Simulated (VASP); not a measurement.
All values below come from RPBE GGA, VASP's PBE PAW potentials (set 64) (plane waves; VASP 6.6.1).

A VASP calculation is set up with these files.

File POSCAR:
```
Pt
3.9888430
  0.0000000000   0.5000000582   0.5000000582
  0.5000000582   0.0000000000   0.5000000582
  0.5000000582   0.5000000582   0.0000000000
Pt
1
Cartesian
  0.0000000000   0.0000000000   0.0000000000
```

**INCAR**
```
# general
SYSTEM  = Pt
PREC    = Accurate
ENCUT   = 520
LREAL   = F
LASPH   = T

# electronic loop
EDIFF   = 1E-7
NELM    = 100
ALGO    = Normal
LMAXMIX = 6

# smearing
ISMEAR  = -5

# functional
GGA     = RP

# ions
ISIF    = 2

# output
LWAVE   = F
LCHARG  = T
LORBIT  = 11
NEDOS   = 601
```

### KPOINTS
```
Automatic mesh
0
Gamma
18 18 18
0 0 0
```

POTCAR, in this order: Pt (PBE.64 set). Program: vasp_std.

What VASP printed:

### OSZICAR
```
       N       E                     dE             d eps       ncg     rms          rms(c)
DAV:   1     0.370795750336E+02    0.37080E+02   -0.55257E+03  3694   0.103E+03
DAV:   2    -0.535429609183E+01   -0.42434E+02   -0.41053E+02  3675   0.185E+02
DAV:   3    -0.579197510658E+01   -0.43768E+00   -0.43331E+00  4070   0.189E+01
DAV:   4    -0.579346530692E+01   -0.14902E-02   -0.14906E-02  4038   0.120E+00
DAV:   5    -0.579347515634E+01   -0.98494E-05   -0.98381E-05  4013   0.893E-02    0.109E+01
DAV:   6    -0.549032233101E+01    0.30315E+00   -0.84450E-01  3593   0.828E+00    0.594E+00
DAV:   7    -0.545914114314E+01    0.31181E-01   -0.13273E-01  3753   0.319E+00    0.245E+00
DAV:   8    -0.545661537647E+01    0.25258E-02   -0.50001E-03  3767   0.661E-01    0.433E-01
DAV:   9    -0.545645898622E+01    0.15639E-03   -0.14821E-04  3704   0.118E-01    0.180E-02
DAV:  10    -0.545645953416E+01   -0.54795E-06   -0.39667E-06  3991   0.203E-02    0.136E-03
DAV:  11    -0.545646030020E+01   -0.76604E-06   -0.13483E-07  3321   0.345E-03    0.197E-03
DAV:  12    -0.545646029884E+01    0.13587E-08   -0.73196E-09  1887   0.967E-04
   1 F= -.54564603E+01 E0= -.54564603E+01  d E =0.000000E+00
```

**OUTCAR**
```
------------------------ aborting loop because EDIFF is reached ----------------------------------------
  FORCE on cell =-STRESS in cart. coord.  units (eV):
  Direction    XX          YY          ZZ          XY          YZ          ZX
  --------------------------------------------------------------------------------------
  Total        0.0127209      0.0127209      0.0127209     -0.0000000      0.0000000      0.0000000
  in kB        1.2845369      1.2845369      1.2845369     -0.0000000      0.0000000      0.0000000
  external PRESSURE =       1.2845369 kB  Pullay stress =       0.0000000 kB
  volume of cell :       15.87
      direct lattice vectors                 reciprocal lattice vectors
     0.000000000  1.994421732  1.994421732    -0.250699234  0.250699234  0.250699234
     1.994421732  0.000000000  1.994421732     0.250699234 -0.250699234  0.250699234
     1.994421732  1.994421732  0.000000000     0.250699234  0.250699234 -0.250699234
 POSITION                                       TOTAL-FORCE (eV/Angst)
 -----------------------------------------------------------------------------------
      0.00000      0.00000      0.00000        -0.000000      0.000000      0.000000
 -----------------------------------------------------------------------------------
    total drift:                               -0.000000      0.000000      0.000000
  FREE ENERGIE OF THE ION-ELECTRON SYSTEM (eV)
  ---------------------------------------------------
  free  energy   TOTEN  =        -5.4564602988 eV

  energy  without entropy=       -5.4564602988  energy(sigma->0) =       -5.45646030

 total charge

# of ion       s       p       d       tot
------------------------------------------
    1        0.612   0.550   8.012   9.175
```
(Selected blocks of OUTCAR.)

### OUTCAR
```
 val. band max:       10.4051734150   @ k =   0.4444   0.1111   0.0000

 cond. band min:      10.1919057429   @ k =   0.3889   0.3889   0.0000


 Fermi energy:        10.3739911799

 k-point     1 :       0.0000    0.0000    0.0000
  band No.  band energies     occupation
      1       0.7754      2.00000
      2       6.9186      2.00000
      3       6.9186      2.00000
      4       6.9186      2.00000
      5       8.8904      2.00000
      6       8.8904      2.00000
      7      25.1431      0.00000
      8      29.8498      0.00000
      9      29.8498      0.00000

 k-point     2 :       0.0556    0.0000    0.0000
  band No.  band energies     occupation
      1       0.8939      2.00000
      2       6.8677      2.00000
      3       6.9647      2.00000
      4       6.9647      2.00000
      5       8.8653      2.00000
      6       8.8653      2.00000
      7      25.3207      0.00000
      8      29.1841      0.00000
      9      30.0251      0.00000

 k-point     3 :       0.1111    0.0000    0.0000
  band No.  band energies     occupation
      1       1.2392      2.00000
      2       6.7369      2.00000
      3       7.0855      2.00000
      4       7.0855      2.00000
      5       8.8120      2.00000
      6       8.8120      2.00000
      7      25.7988      0.00000
      8      27.7846      0.00000
      9      30.5335      0.00000

 k-point     4 :       0.1667    0.0000    0.0000
  band No.  band energies     occupation
      1       1.7754      2.00000
      2       6.5906      2.00000
      3       7.2213      2.00000
      4       7.2213      2.00000
      5       8.8001      2.00000
      6       8.8001      2.00000
      7      26.0732      0.00000
      8      26.4836      0.00000
      9      31.3149      0.00000

 k-point     5 :       0.2222    0.0000    0.0000
  band No.  band energies     occupation
      1       2.4222      2.00000
      2       6.5404      2.00000
      3       7.2800      2.00000
...
```

For a metal the tetrahedron method with Blöchl corrections gives inexact stress and forces. Unless said otherwise, spin-orbit coupling is left out, though it shifts the bands of the heavy elements here.

The compound is Pt in the fcc structure. It was relaxed first, which changed the volume by +5 %.
